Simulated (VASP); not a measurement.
Calculation: PBEsol GGA, VASP's PBE PAW potentials (set 64) (plane waves; VASP). For the first row: Run with 400 eV cut-off, 15×15×13 Γ-centred mesh, tetrahedra with Blöchl corrections, potentials Zn Ni.

| system | energy (eV/atom) |
|---|---|
| ZnNi (space group P4/mmm) | -4.1362 |
| Zn (hcp) | -1.5812 |
| Ni (fcc) | -6.1369 |

The references are the elements' solids at the same level; no temperature or zero-point terms are added.

What is the formation energy per atom of ZnNi?

The references average (1×(-1.5812) + 1×(-6.1369))/2 = -3.8590 eV, so the formation energy is -4.1362 − (-3.8590) = -0.277 eV/atom.
